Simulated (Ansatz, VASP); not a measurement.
# Cross-check of NiO between VASP and Ansatz, part 2 of 2

One calculation is typed for both programs; each brings its own data sets. How far apart do they land? The cell is taken from a series of runs on this material, whose earlier steps may have relaxed, scaled, displaced or heated it; both programs get it as it stands.

VASP 6.6.1 and Ansatz 0.2.0.

So far: The starting structure; Ansatz: relaxation of cell and atoms, PBEsol.

### 3. VASP: relaxation of cell and atoms, PBEsol

Level of this step: PBEsol, spin-polarised from an antiferromagnetic start; plane waves and PAW (Ni, O) (VASP).

The same cell, functional, mesh and smearing now go to VASP, with its own data sets.

Lines of VASP's logs that name or quote its potential files are left out, and so is its time.

File INCAR:

```
SYSTEM = NiO
PREC = Accurate
ENCUT = 600
EDIFF = 1E-07
NELM = 200
ISMEAR = 0
SIGMA = 0.02
LREAL = .FALSE.
ALGO = Normal
GGA = PS
NBANDS = 24
ISPIN = 2
MAGMOM = -1.29 1.29 0 -0
LASPH = .TRUE.
LMAXMIX = 4
LORBIT = 11
LWAVE = .FALSE.
LCHARG = .FALSE.
ISIF = 3
IBRION = 2
NSW = 80
EDIFFG = -0.005
GGA_COMPAT = .FALSE.
NELMIN = 4
```

File POSCAR:

```
NiO
1.0
    2.0673070000      0.0000000000     -2.0673070000
    2.0673070000     -2.0673070000      0.0000000000
   -2.0394030000     -2.0394030000     -4.1067100000
Ni O
2 2
Direct
    0.0000000000      0.5000000000      0.5000000000
    0.0000000000      0.0000000000      0.0000000000
    0.5000000000      0.2500000000      0.7500000000
    0.5000000000      0.7500000000      0.2500000000
```

File KPOINTS:

```
Automatic mesh
0
Gamma
12 12 12
0 0 0
```

PAW data sets: Ni and O (PBE family, release 64).

The run is started by

```
mpirun -np 1 vasp_std
```

Numbers of over 12 decimals in the logs are rounded to 6 here.

The log of the run:

```text
[banner, memory and clock lines left out]
running    1 mpi-ranks, on    1 nodes
 distrk:  each k-point on    1 cores,    1 groups
 distr:  one band on    1 cores,    1 groups

 POSCAR found type information on POSCAR NiO
 POSCAR found :  2 types and       4 ions
|                                                                             |
|               ----> ADVICE to this user running VASP <----                  |
|                                                                             |
|     You enforced a specific xc type in the INCAR file but a different       |
|     [... a line on the potential file left out ...]
|     I HOPE YOU KNOW WHAT YOU ARE DOING!                                     |
|                                                                             |

 LDA part: xc-table for (Slater+PW92), standard interpolation
 POSCAR, INCAR and KPOINTS ok, starting setup
 FFT: planning ... GRIDC
 FFT: planning ... GRID_SOFT
 FFT: planning ... GRID
 WAVECAR not read
 entering main loop
       N       E                     dE             d eps       ncg     rms          rms(c)
DAV:   1     0.257741474520E+03    0.25774E+03   -0.16654E+04 18768   0.198E+03
DAV:   2    -0.475215066449E+01   -0.26249E+03   -0.23791E+03 19392   0.386E+02
DAV:   3    -0.288428747115E+02   -0.24091E+02   -0.22957E+02 21352   0.131E+02
DAV:   4    -0.293054451606E+02   -0.46257E+00   -0.46170E+00 20128   0.185E+01
DAV:   5    -0.293172367867E+02   -0.11792E-01   -0.11791E-01 22560   0.283E+00    0.210E+01
DAV:   6    -0.268539885232E+02    0.24632E+01   -0.23020E+01 24128   0.924E+01    0.219E+01
DAV:   7    -0.252973647166E+02    0.15566E+01   -0.51676E+00 21376   0.677E+01    0.959E+00
DAV:   8    -0.253443347185E+02   -0.46970E-01   -0.95397E-01 22320   0.899E+00    0.580E+00
DAV:   9    -0.252991827260E+02    0.45152E-01   -0.46351E-02 28040   0.657E+00    0.128E+00
DAV:  10    -0.253091079460E+02   -0.99252E-02   -0.30198E-02 26952   0.266E+00    0.602E-01
DAV:  11    -0.253088607599E+02    0.24719E-03   -0.48656E-03 25704   0.221E+00    0.904E-02
DAV:  12    -0.253090419387E+02   -0.18118E-03   -0.16673E-03 18896   0.330E-01    0.630E-02
DAV:  13    -0.253090291027E+02    0.12836E-04   -0.70190E-05 27120   0.867E-02    0.246E-02
DAV:  14    -0.253090312982E+02   -0.21955E-05   -0.12903E-05 23872   0.570E-02    0.161E-02
DAV:  15    -0.253090308763E+02    0.42197E-06   -0.37319E-06 27136   0.325E-02    0.446E-03
DAV:  16    -0.253090308116E+02    0.64624E-07   -0.51732E-07 20280   0.133E-02
   1 F= -.25309031E+02 E0= -.25309031E+02  d E =-.253090E+02  mag=    -0.0000
 curvature:   0.00 expect dE= 0.000E+00 dE for cont linesearch  0.000E+00
 trial: gam= 0.00000 g(F)=  0.980E-58 g(S)=  0.220E-03 ort = 0.000E+00 (trialstep = 0.100E+01)
 search vector abs. value=  0.220E-03
 bond charge predicted
       N       E                     dE             d eps       ncg     rms          rms(c)
DAV:   1    -0.253112769928E+02   -0.22461E-02   -0.36924E-02 20384   0.261E+00    0.364E-01
DAV:   2    -0.253093485749E+02    0.19284E-02   -0.68826E-03 20216   0.159E+00    0.240E-01
DAV:   3    -0.253091192289E+02    0.22935E-03   -0.75206E-04 25296   0.680E-01    0.130E-01
DAV:   4    -0.253090602255E+02    0.59003E-04   -0.18014E-04 24480   0.224E-01    0.449E-02
DAV:   5    -0.253090434679E+02    0.16758E-04   -0.28378E-05 29664   0.885E-02    0.251E-02
DAV:   6    -0.253090393007E+02    0.41672E-05   -0.13678E-05 21920   0.555E-02    0.778E-03
DAV:   7    -0.253090389129E+02    0.38781E-06   -0.17687E-06 26264   0.134E-02    0.365E-03
DAV:   8    -0.253090388849E+02    0.27980E-07   -0.11655E-07 13064   0.641E-03
   2 F= -.25309039E+02 E0= -.25309039E+02  d E =-.807328E-05  mag=     0.0000
 trial-energy change:   -0.000008  1 .order   -0.000009   -0.000220    0.000201
 step:   0.5178(harm=  0.5221)  dis= 0.00000  next Energy=   -25.309087 (dE=-0.567E-04)
 bond charge predicted
       N       E                     dE             d eps       ncg     rms          rms(c)
DAV:   1    -0.253096079282E+02   -0.56902E-03   -0.85747E-03 20440   0.126E+00    0.176E-01
DAV:   2    -0.253091573583E+02    0.45057E-03   -0.16028E-03 20184   0.773E-01    0.116E-01
DAV:   3    -0.253091021933E+02    0.55165E-04   -0.17556E-04 25240   0.328E-01    0.628E-02
DAV:   4    -0.253090888200E+02    0.13373E-04   -0.42168E-05 24464   0.108E-01    0.217E-02
DAV:   5    -0.253090844777E+02    0.43424E-05   -0.66158E-06 29728   0.425E-02    0.121E-02
DAV:   6    -0.253090832209E+02    0.12568E-05   -0.31736E-06 21960   0.269E-02    0.374E-03
DAV:   7    -0.253090832004E+02    0.20470E-07   -0.40010E-07 20904   0.644E-03
   3 F= -.25309083E+02 E0= -.25309083E+02  d E =-.523888E-04  mag=     0.0000
 curvature:  -0.26 expect dE=-0.229E-06 dE for cont linesearch -0.849E-07
 trial: gam= 0.00000 g(F)=  0.280E-58 g(S)=  0.878E-06 ort =-0.845E-05 (trialstep = 0.904E+00)
 search vector abs. value=  0.878E-06
 reached required accuracy - stopping structural energy minimisation
```

From OUTCAR (step 3):

```text
ion  position               nearest neighbor table
   1  0.000  0.500  0.500-   3 2.06   4 2.06   4 2.06   3 2.06   3 2.06   4 2.06   2 2.90   2 2.90
                             2 2.90   2 2.90   2 2.90   2 2.90
   2  0.000  0.000  0.000-   4 2.06   3 2.06   3 2.06   4 2.06   3 2.06   4 2.06   1 2.90   1 2.90
                             1 2.90   1 2.90   1 2.90   1 2.90
   3  0.500  0.250  0.750-   2 2.06   1 2.06   1 2.06   2 2.06   1 2.06   2 2.06
   4  0.500  0.750  0.250-   1 2.06   2 2.06   2 2.06   1 2.06   1 2.06   2 2.06

  LATTYP: Found a trigonal (rhomboedric) cell.
 ALAT       =     5.0183061103
 COS(alpha) =     0.8302946038

 Subroutine GETGRP returns: Found 12 space group operations
 (whereof 12 operations were pure point group operations)

The static configuration has the point symmetry D_3d.

 Found    189 irreducible k-points:

   k-points           NKPTS =    189   k-points in BZ     NKDIM =    189   number of bands    NBANDS=     24

   dimension x,y,z NGX =    24 NGY =   24 NGZ =   40
   dimension x,y,z NGXF=    48 NGYF=   48 NGZF=   80

   ENCUT  =  600.0 eV  44.10 Ry    6.64 a.u.   5.84  5.84 10.02*2*pi/ulx,y,z

   NELECT =      32.0000    total number of electrons

 k-points in reciprocal lattice and weights: Automatic mesh
   0.00000000  0.00000000  0.00000000       0.001
   0.08333333  0.00000000  0.00000000       0.003
   0.16666667  0.00000000  0.00000000       0.003
   0.25000000  0.00000000 -0.00000000       0.003
   0.33333333  0.00000000 -0.00000000       0.003
   0.41666667  0.00000000 -0.00000000       0.003
   0.50000000  0.00000000 -0.00000000       0.002
   0.00000000  0.08333333  0.00000000       0.003
   0.16666667  0.08333333 -0.00000000       0.007
[...]
-0.08333333  0.08333333  0.41666667       0.003
   0.00000000  0.00000000  0.50000000       0.001

 average (electrostatic) potential at core
       1 -83.0319       2 -83.0319       3 -67.8922       4 -67.8922

 E-fermi :   8.0686

 spin component 1
 k-point     1 :       0.0000    0.0000    0.0000
  band No.  band energies     occupation
    ...
     12       6.2642      1.00000
     13       6.2642      1.00000
     14       7.2599      1.00000
     15       7.2599      1.00000
     16       7.6019      1.00000
     17       9.9022      0.00000
     18       9.9023      0.00000
     19      10.2019      0.00000
     20      13.8945      0.00000
     21      18.9856      0.00000
    ...

 k-point     2 :       0.0833    0.0000    0.0000
  band No.  band energies     occupation
    ...
     12       6.5987      1.00000
     13       6.6940      1.00000
     14       7.2371      1.00000
     15       7.3399      1.00000
     16       7.5824      1.00000
     17       9.6922      0.00000
     18       9.7511      0.00000
     19      10.6989      0.00000
     20      14.3644      0.00000
     21      18.8782      0.00000
    ...

 k-point     3 :       0.1667    0.0000    0.0000
  band No.  band energies     occupation
    ...
     12       6.9874      1.00000
     13       6.9956      1.00000
     14       7.3558      1.00000
     15       7.6318      1.00000
     16       7.6579      1.00000
     17       9.3303      0.00000
     18       9.3986      0.00000
     19      11.7870      0.00000
     20      15.4012      0.00000
     21      18.5809      0.00000
    ...

 k-point     4 :       0.2500    0.0000   -0.0000
  band No.  band energies     occupation
    ...
     12       6.9739      1.00000
     13       7.1294      1.00000
     14       7.4703      1.00000
     15       7.7725      1.00000
     16       7.8939      1.00000
     17       9.2144      0.00000
     18       9.2563      0.00000
     19      12.9152      0.00000
     20      16.1411      0.00000
     21      18.4317      0.00000
    ...

 k-point     5 :       0.3333    0.0000   -0.0000
  band No.  band energies     occupation
    ...
     12       7.0612      1.00000
     13       7.1084      1.00000
     14       7.4821      1.00000
     15       7.7117      1.00000
     16       7.7140      1.00000
     17       9.4879      0.00000
     18       9.5555      0.00000
     19      13.7044      0.00000
     20      15.7893      0.00000
     21      18.8991      0.00000
    ...

 k-point     6 :       0.4167    0.0000   -0.0000
  band No.  band energies     occupation
    ...
     12       6.9438      1.00000
     13       7.1120      1.00000
     14       7.4738      1.00000
     15       7.6314      1.00000
     16       7.7270      1.00000
     17       9.8096      0.00000
     18       9.8663      0.00000
     19      13.9784      0.00000
     20      15.1512      0.00000
     21      18.9256      0.00000
    ...

  Total        0.0032622      0.0032622      0.0032622      0.0026098      0.0026098      0.0026098
  in kB        0.1496223      0.1496223      0.1496223      0.1197023      0.1197023      0.1197023
  external PRESSURE =       0.1496223 kB  Pullay stress =       0.0000000 kB

  energy-cutoff  :      600.00
  volume of cell :       34.93
      direct lattice vectors                 reciprocal lattice vectors
     2.066254502 -0.000000000 -2.066254502     0.242802821  0.242802821 -0.241164666
     2.066254502 -2.066254502  0.000000000     0.120582333 -0.363385154  0.120582333
    -2.038559927 -2.038559927 -4.104814428    -0.122220488 -0.122220488 -0.122220488

 POSITION                                       TOTAL-FORCE (eV/Angst)
 -----------------------------------------------------------------------------------
      0.01385     -2.05241     -2.05241         0.000000     -0.000000     -0.000000
      0.00000     -0.00000     -0.00000         0.000000     -0.000000     -0.000000
      0.02077     -2.04548     -4.11174        -0.000000      0.000000      0.000000
      2.07318     -2.05933     -2.05933        -0.000000      0.000000      0.000000
 -----------------------------------------------------------------------------------
    total drift:                                0.000000     -0.000000      0.000000

  FREE ENERGIE OF THE ION-ELECTRON SYSTEM (eV)
  ---------------------------------------------------
  free  energy   TOTEN  =       -25.3090832004 eV

  energy  without entropy=      -25.3090832004  energy(sigma->0) =      -25.30908320

 reached required accuracy - stopping structural energy minimisation

 total charge
# of ion       s       p       d       tot
------------------------------------------
    1        0.348   0.441   8.310   9.098
    2        0.348   0.441   8.310   9.098
    3        1.554   3.405   0.000   4.959
    4        1.554   3.405   0.000   4.959
--------------------------------------------------
tot          3.803   7.692  16.620  28.115

 magnetization (x)
# of ion       s       p       d       tot
------------------------------------------
    1        0.011   0.015  -1.289  -1.263
    2       -0.011  -0.015   1.289   1.263
    3        0.000   0.000   0.000   0.000
    4        0.000   0.000   0.000   0.000
--------------------------------------------------
tot          0.000   0.000   0.000   0.000

[... 1 further part left out ...]
```

The magnetic state follows from one typed start and may not be the lowest. The run keeps the 12 symmetry operations of its start, so it cannot find a distortion of lower symmetry.

### 4. Side by side

Known differences besides the potentials themselves: VASP starts from the moments at which Ansatz ended; the data sets hold 48 valence electrons in Ansatz (on its PAW soft_1 files) and 32 in VASP; the cutoff is 420 eV in Ansatz and 600 eV in VASP; Ansatz makes its cores anew for this functional, VASP keeps those of its PBE data sets; Ansatz adds a Pulay correction to the stress that steers its cell, VASP none; site moments are counted in spheres of each program's own size. Total energies have different zeros and are not compared.

The two programs side by side:

```csv
quantity,Ansatz,VASP,difference
volume (Å³),34.98,34.93,+0.15 %
"edge a after relaxation, in the typed setting (Å)",2.924,2.922,+0.05 %
"edge c after relaxation, in the typed setting (Å)",5.018,5.016,+0.04 %
moment on Ni1 (μB),-1.29,-1.26,-0.03
moment on Ni2 (μB),1.29,1.26,+0.03
```

### 5. What came out

```json
{
  "difference in volume (relaxation of cell and atoms, PBEsol)": "0.15 %"
}
```

The difference in volume is 0.15 % (relaxation of cell and atoms, PBEsol), within the 1.2 % picked in this series as the mark of a large difference, as far as the stopping tolerances let one tell. The data sets hold unlike numbers of valence electrons (48 in Ansatz and 32 in VASP), so part of the differences comes from the potentials. How closely two codes agree says nothing of how well the functional describes the real material.

[Lines on the potential files, build, host, timing and source positions are cut from VASP's logs without a mark.]

[Logs are printed without paths, hosts, clocks, repeated set-up lines and the standing remarks that a program may print on its own settings, such as how far it seeks lower states.]

[Hosts, paths, dates, database ids (printed as entryN), source tags and the programs' standing remarks are cut or masked in the printed files.]
